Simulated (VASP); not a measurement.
All values below come from PBE GGA, VASP's PBE PAW potentials (set 64) (plane waves; VASP).

Input for VASP

INCAR:
```
SYSTEM=FeNi3
PREC=Accurate; ENCUT=300; LREAL=.FALSE.
LASPH=.TRUE.
EDIFF=1E-6; NELM=100; ALGO=Normal
LMAXMIX=4
ISMEAR=0; SIGMA=0.05
GGA=PE
MAGMOM=3*4.0 9*2.0
ISPIN=2
ISIF=2
LWAVE=.FALSE.; LCHARG=.FALSE.; LORBIT=11
```

POSCAR:
```
FeNi3
1
    3.5145000000     0.0000000000     0.0000000000
    0.0000000000     4.9702530000     0.0000000000
    0.0000000000     0.0000000000    16.2755000000
Fe Ni
3 9
Direct
  0.0000000000   0.4581630000   0.3843260000
  0.0000000000   0.9581630000   0.5385580000
  0.0000000000   0.4581630000   0.6927900000
  0.5000000000   0.2081630000   0.3072100000
  0.5000000000   0.7081630000   0.3072100000
  0.0000000000   0.9581630000   0.3843260000
  0.5000000000   0.7081630000   0.4614420000
  0.5000000000   0.2081630000   0.4614420000
  0.0000000000   0.4581630000   0.5385580000
  0.5000000000   0.2081630000   0.6156740000
  0.5000000000   0.7081630000   0.6156740000
  0.0000000000   0.9581630000   0.6927900000
```

**KPOINTS**
```
kpoints
0
Gamma
  5 3 1
```

POTCAR, in this order: Fe Ni (PBE.64 set). Program: vasp_std.

Output of the run:

OSZICAR:
```
       N       E                     dE             d eps       ncg     rms          rms(c)
DAV:   1     0.710364616344E+03    0.71036E+03   -0.36657E+04  1992   0.107E+03
DAV:   2    -0.152684773217E+02   -0.72563E+03   -0.67784E+03  1992   0.286E+02
DAV:   3    -0.779049058152E+02   -0.62636E+02   -0.58055E+02  2131   0.114E+02
DAV:   4    -0.792226323588E+02   -0.13177E+01   -0.13118E+01  2176   0.188E+01
DAV:   5    -0.792513992344E+02   -0.28767E-01   -0.28765E-01  2968   0.201E+00    0.368E+01
DAV:   6    -0.795483537087E+02   -0.29695E+00   -0.89579E+01  2158   0.116E+02    0.613E+01
DAV:   7    -0.758147671688E+02    0.37336E+01   -0.64444E+01  2113   0.136E+02    0.615E+01
DAV:   8    -0.770019323348E+02   -0.11872E+01   -0.92508E+01  2282   0.807E+01    0.615E+01
DAV:   9    -0.625457023862E+02    0.14456E+02   -0.50007E+01  2349   0.673E+01    0.309E+01
DAV:  10    -0.621981206249E+02    0.34758E+00   -0.16165E+01  2158   0.777E+01    0.430E+01
DAV:  11    -0.591378042226E+02    0.30603E+01   -0.18086E+01  2250   0.669E+01    0.217E+01
DAV:  12    -0.625559089599E+02   -0.34181E+01   -0.73690E+00  2231   0.449E+01    0.216E+01
DAV:  13    -0.628277615941E+02   -0.27185E+00   -0.46526E+00  2255   0.384E+01    0.153E+01
DAV:  14    -0.629626756365E+02   -0.13491E+00   -0.27869E+00  2206   0.300E+01    0.125E+01
DAV:  15    -0.640883344415E+02   -0.11257E+01   -0.24120E+00  2219   0.243E+01    0.107E+01
DAV:  16    -0.648602228664E+02   -0.77189E+00   -0.11813E+00  2115   0.170E+01    0.856E+00
DAV:  17    -0.672093546532E+02   -0.23491E+01   -0.24213E+00  2048   0.155E+01    0.915E+00
DAV:  18    -0.679738032126E+02   -0.76445E+00   -0.14562E+00  2044   0.118E+01    0.649E+00
DAV:  19    -0.681179861670E+02   -0.14418E+00   -0.49930E-01  2075   0.984E+00    0.376E+00
DAV:  20    -0.687579979507E+02   -0.64001E+00   -0.65164E-01  2209   0.662E+00    0.357E+00
DAV:  21    -0.689577202789E+02   -0.19972E+00   -0.20741E-01  2078   0.539E+00    0.250E+00
DAV:  22    -0.692248124293E+02   -0.26709E+00   -0.24244E-01  2030   0.329E+00    0.145E+00
DAV:  23    -0.694112233515E+02   -0.18641E+00   -0.17314E-01  2251   0.171E+00    0.110E+00
DAV:  24    -0.695200280312E+02   -0.10880E+00   -0.10278E-01  2199   0.177E+00    0.730E-01
DAV:  25    -0.696400107343E+02   -0.11998E+00   -0.52652E-02  2196   0.140E+00    0.774E-01
DAV:  26    -0.696671284233E+02   -0.27118E-01   -0.14810E-02  2099   0.104E+00    0.517E-01
DAV:  27    -0.696905725525E+02   -0.23444E-01   -0.37375E-03  2127   0.405E-01    0.369E-01
DAV:  28    -0.697524561340E+02   -0.61884E-01   -0.53398E-03  2068   0.334E-01    0.247E-01
DAV:  29    -0.698270608715E+02   -0.74605E-01   -0.12243E-02  2033   0.416E-01    0.162E-01
DAV:  30    -0.698641472476E+02   -0.37086E-01   -0.34652E-03  2045   0.256E-01    0.103E-01
DAV:  31    -0.698837535238E+02   -0.19606E-01   -0.12573E-03  2052   0.168E-01    0.641E-02
DAV:  32    -0.699012906252E+02   -0.17537E-01   -0.79737E-04  2052   0.933E-02    0.526E-02
DAV:  33    -0.699103203517E+02   -0.90297E-02   -0.46516E-04  2050   0.836E-02    0.471E-02
DAV:  34    -0.699131727648E+02   -0.28524E-02   -0.24088E-04  2053   0.738E-02    0.311E-02
DAV:  35    -0.699134367904E+02   -0.26403E-03   -0.10400E-04  2067   0.583E-02    0.177E-02
DAV:  36    -0.699135347637E+02   -0.97973E-04   -0.25162E-05  2077   0.433E-02    0.189E-02
DAV:  37    -0.699135394443E+02   -0.46806E-05   -0.20772E-05  2039   0.364E-02    0.161E-02
DAV:  38    -0.699138027407E+02   -0.26330E-03   -0.35329E-05  2041   0.404E-02    0.142E-02
DAV:  39    -0.699138477855E+02   -0.45045E-04   -0.11050E-05  1987   0.189E-02    0.739E-03
DAV:  40    -0.699139637130E+02   -0.11593E-03   -0.64714E-06  1793   0.898E-03    0.592E-03
DAV:  41    -0.699140270549E+02   -0.63342E-04   -0.33444E-06  1680   0.724E-03    0.257E-03
DAV:  42    -0.699140657576E+02   -0.38703E-04   -0.34163E-06  1597   0.482E-03    0.236E-03
DAV:  43    -0.699140726169E+02   -0.68593E-05   -0.48081E-07  1355   0.283E-03    0.171E-03
DAV:  44    -0.699140739921E+02   -0.13752E-05   -0.14941E-07  1318   0.220E-03    0.164E-03
DAV:  45    -0.699140744031E+02   -0.41103E-06   -0.56458E-08  1304   0.239E-03
   1 F= -.69914074E+02 E0= -.69904800E+02  d E =-.185487E-01  mag=    14.6025
```

### OUTCAR
```
------------------------ aborting loop because EDIFF is reached ----------------------------------------
  FORCE on cell =-STRESS in cart. coord.  units (eV):
  Direction    XX          YY          ZZ          XY          YZ          ZX
  --------------------------------------------------------------------------------------
  Total       -5.2630047     -3.3215402     -3.3289863      0.0000000      0.0000000      0.0000000
  in kB      -29.6597820    -18.7186150    -18.7605776      0.0000000      0.0000000      0.0000000
  external PRESSURE =     -22.3796582 kB  Pullay stress =       0.0000000 kB
  volume of cell :      284.30
      direct lattice vectors                 reciprocal lattice vectors
     3.514500000  0.000000000  0.000000000     0.284535496  0.000000000  0.000000000
     0.000000000  4.970253000  0.000000000     0.000000000  0.201197001  0.000000000
     0.000000000  0.000000000 16.275500000     0.000000000  0.000000000  0.061442045
 POSITION                                       TOTAL-FORCE (eV/Angst)
 -----------------------------------------------------------------------------------
      0.00000      2.27719      6.25510         0.000000      0.000000     -0.693544
      0.00000      4.76231      8.76530         0.000000      0.000000      0.189339
      0.00000      2.27719     11.27550         0.000000      0.000000     -0.620561
      1.75725      1.03462      5.00000         0.000000      0.109485      0.544801
      1.75725      3.51975      5.00000         0.000000     -0.109485      0.544801
      0.00000      4.76231      6.25510         0.000000      0.000000     -0.325868
      1.75725      3.51975      7.51020         0.000000      0.022993     -0.140697
      1.75725      1.03462      7.51020         0.000000     -0.022993     -0.140697
      0.00000      2.27719      8.76530         0.000000      0.000000      0.257331
      1.75725      1.03462     10.02040         0.000000      0.043321      0.510157
      1.75725      3.51975     10.02040         0.000000     -0.043321      0.510157
      0.00000      4.76231     11.27550         0.000000      0.000000     -0.635219
 -----------------------------------------------------------------------------------
    total drift:                               -0.000000     -0.001283      0.000262
  FREE ENERGIE OF THE ION-ELECTRON SYSTEM (eV)
  ---------------------------------------------------
  free  energy   TOTEN  =       -69.9140744031 eV

  energy  without entropy=      -69.8955257211  energy(sigma->0) =      -69.90480006

 total charge

# of ion       s       p       d       tot
------------------------------------------
    1        0.473   0.482   6.113   7.068
    2        0.477   0.508   6.127   7.112
    3        0.458   0.325   6.056   6.840
    4        0.471   0.302   8.320   9.093
    5        0.471   0.302   8.320   9.093
    6        0.501   0.482   8.310   9.293
    7        0.509   0.515   8.325   9.348
    8        0.509   0.515   8.325   9.348
    9        0.511   0.517   8.325   9.353
   10        0.506   0.496   8.307   9.310
   11        0.506   0.496   8.307   9.310
   12        0.472   0.312   8.341   9.124
--------------------------------------------------
tot          5.866   5.253  93.176 104.294

 magnetization (x)

# of ion       s       p       d       tot
------------------------------------------
    1        0.010  -0.006   2.850   2.854
    2        0.011  -0.003   2.852   2.860
    3        0.025   0.002   3.108   3.134
    4       -0.011  -0.026   0.783   0.746
    5       -0.011  -0.026   0.783   0.746
    6       -0.016  -0.042   0.645   0.587
    7       -0.017  -0.043   0.659   0.599
    8       -0.017  -0.043   0.659   0.599
    9       -0.017  -0.049   0.682   0.616
   10       -0.018  -0.050   0.682   0.614
   11       -0.018  -0.050   0.682   0.614
   12       -0.007  -0.030   0.722   0.685
--------------------------------------------------
tot         -0.088  -0.365  15.108  14.655
```
(Selected blocks of OUTCAR.)

OUTCAR:
```
 val. band max:        1.8598772472   @ k =   0.4000   0.0000   0.0000

 cond. band min:       1.8709341683   @ k =   0.4000   0.0000   0.0000


 Fermi energy:         1.8630104779

 spin component 1

 k-point     1 :       0.0000    0.0000    0.0000
  band No.  band energies     occupation
      1      -6.7244      1.00000
      2      -5.1515      1.00000
      3      -3.2875      1.00000
      4      -3.2617      1.00000
      5      -3.2210      1.00000
      6      -2.7097      1.00000
      7      -2.6934      1.00000
      8      -2.6379      1.00000
      9      -2.5542      1.00000
     10      -2.5464      1.00000
     11      -2.5275      1.00000
     12      -2.3234      1.00000
     13      -2.0969      1.00000
     14      -2.0749      1.00000
     15      -2.0089      1.00000
     16      -1.9990      1.00000
     17      -1.7016      1.00000
     18      -1.6369      1.00000
     19      -1.6124      1.00000
     20      -1.5795      1.00000
     21      -1.5658      1.00000
     22      -1.1878      1.00000
     23      -1.1789      1.00000
     24      -1.0090      1.00000
     25      -0.9234      1.00000
     26      -0.8481      1.00000
     27      -0.7966      1.00000
     28      -0.7738      1.00000
     29      -0.7440      1.00000
     30      -0.6886      1.00000
     31      -0.6087      1.00000
     32      -0.5152      1.00000
     33      -0.3631      1.00000
     34      -0.3111      1.00000
     35      -0.1995      1.00000
     36      -0.1187      1.00000
     37      -0.0428      1.00000
     38       0.1081      1.00000
     39       0.1295      1.00000
     40       0.1436      1.00000
     41       0.1667      1.00000
     42       0.2585      1.00000
     43       0.3846      1.00000
     44       0.4003      1.00000
     45       0.4438      1.00000
     46       0.5343      1.00000
     47       0.6314      1.00000
     48       0.6664      1.00000
     49       0.7243      1.00000
...
```

At this cut-off the stress carries a Pulay error, which pulls relaxed volumes low. The cell holds a wide vacuum, so values per volume refer to the whole cell.

The cell is a sheet with vacuum, built from a generated structure.
